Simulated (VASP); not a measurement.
Output of a VASP run:

File OSZICAR:
```
...
DAV:   2    -0.404299164443E+02    0.36458E-04   -0.49705E-05   688   0.546E-02    0.154E-02
DAV:   3    -0.404299008670E+02    0.15577E-04   -0.50541E-05   708   0.488E-02    0.417E-03
DAV:   4    -0.404299007477E+02    0.11937E-06   -0.20107E-06   580   0.109E-02
   3 F= -.40429901E+02 E0= -.40429251E+02  d E =-.174200E-03
       N       E                     dE             d eps       ncg     rms          rms(c)
DAV:   1    -0.404300057794E+02   -0.10491E-03   -0.13388E-03   616   0.301E-01    0.250E-02
DAV:   2    -0.404299762719E+02    0.29508E-04   -0.39259E-05   652   0.490E-02    0.131E-02
DAV:   3    -0.404299651974E+02    0.11074E-04   -0.36942E-05   684   0.416E-02    0.326E-03
DAV:   4    -0.404299651844E+02    0.13045E-07   -0.70889E-07   516   0.695E-03
   4 F= -.40429965E+02 E0= -.40429316E+02  d E =-.644367E-04
       N       E                     dE             d eps       ncg     rms          rms(c)
DAV:   1    -0.404305177044E+02   -0.55251E-03   -0.12346E-02   596   0.912E-01    0.754E-02
DAV:   2    -0.404302503721E+02    0.26733E-03   -0.35976E-04   644   0.148E-01    0.395E-02
DAV:   3    -0.404301497942E+02    0.10058E-03   -0.33530E-04   688   0.126E-01    0.983E-03
DAV:   4    -0.404301496743E+02    0.11992E-06   -0.66790E-06   644   0.210E-02
   5 F= -.40430150E+02 E0= -.40429502E+02  d E =-.248927E-03
       N       E                     dE             d eps       ncg     rms          rms(c)
DAV:   1    -0.404319502222E+02   -0.18004E-02   -0.49623E-02   576   0.183E+00    0.151E-01
DAV:   2    -0.404308789164E+02    0.10713E-02   -0.14459E-03   636   0.298E-01    0.791E-02
DAV:   3    -0.404304764235E+02    0.40249E-03   -0.13393E-03   676   0.251E-01    0.196E-02
DAV:   4    -0.404304758768E+02    0.54666E-06   -0.26690E-05   660   0.420E-02    0.147E-02
DAV:   5    -0.404304730236E+02    0.28532E-05   -0.42669E-06   668   0.185E-02    0.127E-03
DAV:   6    -0.404304730543E+02   -0.30711E-07   -0.20672E-07   408   0.407E-03
   6 F= -.40430473E+02 E0= -.40429829E+02  d E =-.572307E-03
       N       E                     dE             d eps       ncg     rms          rms(c)
DAV:   1    -0.404368982077E+02   -0.64252E-02   -0.19981E-01   576   0.368E+00    0.304E-01
DAV:   2    -0.404325744819E+02    0.43237E-02   -0.58404E-03   620   0.598E-01    0.159E-01
DAV:   3    -0.404309570052E+02    0.16175E-02   -0.53744E-03   664   0.503E-01    0.393E-02
DAV:   4    -0.404309546103E+02    0.23949E-05   -0.10650E-04   660   0.841E-02    0.292E-02
DAV:   5    -0.404309433792E+02    0.11231E-04   -0.16457E-05   676   0.365E-02    0.242E-03
DAV:   6    -0.404309434896E+02   -0.11042E-06   -0.76731E-07   464   0.781E-03
   7 F= -.40430943E+02 E0= -.40430306E+02  d E =-.104274E-02
       N       E                     dE             d eps       ncg     rms          rms(c)
DAV:   1    -0.404551248535E+02   -0.24181E-01   -0.81383E-01   576   0.745E+00    0.616E-01
DAV:   2    -0.404376188428E+02    0.17506E-01   -0.23794E-02   604   0.121E+00    0.321E-01
DAV:   3    -0.404311166969E+02    0.65021E-02   -0.21490E-02   648   0.101E+00    0.782E-02
DAV:   4    -0.404311044314E+02    0.12265E-04   -0.42471E-04   656   0.168E-01    0.560E-02
DAV:   5    -0.404310625397E+02    0.41892E-04   -0.60998E-05   680   0.707E-02    0.407E-03
DAV:   6    -0.404310629028E+02   -0.36304E-06   -0.19936E-06   588   0.127E-02
   8 F= -.40431063E+02 E0= -.40430443E+02  d E =-.116216E-02
```

File OUTCAR:
```
------------------------ aborting loop because EDIFF is reached ----------------------------------------
  FORCE on cell =-STRESS in cart. coord.  units (eV):
  Direction    XX          YY          ZZ          XY          YZ          ZX
  --------------------------------------------------------------------------------------
  Total        0.0038052      0.0038052      0.0275257     -0.0000000      0.0000000      0.0000000
  in kB        0.1797600      0.1797599      1.3003481     -0.0000000      0.0000000      0.0000000
  external PRESSURE =       0.5532893 kB  Pullay stress =       0.0000000 kB
  volume of cell :       33.91
      direct lattice vectors                 reciprocal lattice vectors
     1.223730978 -2.119563743  0.000000000     0.408586535 -0.235897600 -0.000000000
     1.223730978  2.119563743 -0.000000000     0.408586535  0.235897600 -0.000000000
     0.000000000 -0.000000000  6.537739122     0.000000000  0.000000000  0.152958076
 POSITION                                       TOTAL-FORCE (eV/Angst)
 -----------------------------------------------------------------------------------
      2.44746     -0.00000      1.63443        -0.000000     -0.000000     -0.000000
      1.22373     -2.11956      4.90330        -0.000000      0.000000      0.000000
      1.22373      0.70652      1.63443         0.000000     -0.000000      0.000000
      1.22373     -0.70652      4.90330        -0.000000      0.000000     -0.000000
 -----------------------------------------------------------------------------------
    total drift:                                0.000000     -0.000000      0.000000
  FREE ENERGIE OF THE ION-ELECTRON SYSTEM (eV)
  ---------------------------------------------------
  free  energy   TOTEN  =       -40.4310629028 eV

  energy  without entropy=      -40.4298226939  energy(sigma->0) =      -40.43044280

 reached required accuracy - stopping structural energy minimisation
```
(Selected blocks of OUTCAR.)

POSCAR:
```
C
1
    1.2236523804    -2.1194276080     0.0000000000
    1.2236523804     2.1194276080     0.0000000000
    0.0000000000    -0.0000000000     6.7088410486
C
4
Direct
  0.0000000000   0.0000000000   0.2500000000
  0.0000000000   0.0000000000   0.7500000000
  0.3333330000   0.6666670000   0.2500000000
  0.6666670000   0.3333330000   0.7500000000
```

Problem. Reconstruct the remaining input files.

Solution. Several could match; the one computed here: the input of the run itself, LDA (Ceperley-Alder, Perdew-Zunger), plane waves, VASP's LDA PAW potentials (set 64).

**INCAR**
```
ALGO = Normal
EDIFF = 1E-6
EDIFFG = -0.02
ENCUT = 520
IBRION = 2
ISIF = 3
ISMEAR = 0
LASPH = .TRUE.
LCHARG = .FALSE.
LREAL = .FALSE.
LWAVE = .FALSE.
NELM = 100
NSW = 60
PREC = Accurate
SIGMA = 0.05
SYSTEM = C
```

KPOINTS:
```
Regular mesh
0
gamma
9 9 3
0 0 0
```

POTCAR, in this order: C (LDA.64 set). Program: vasp_std.

Energy and stress use the plane-wave basis of the starting cell.

The compound is C in the graphite structure. This run relaxes it. Symmetry was kept, so distortions that lower it aren't found. The k-mesh is coarse (spacing up to 0.33 per Å, 2π included), so the numbers may not be converged in it. The start is the result of an earlier pass.
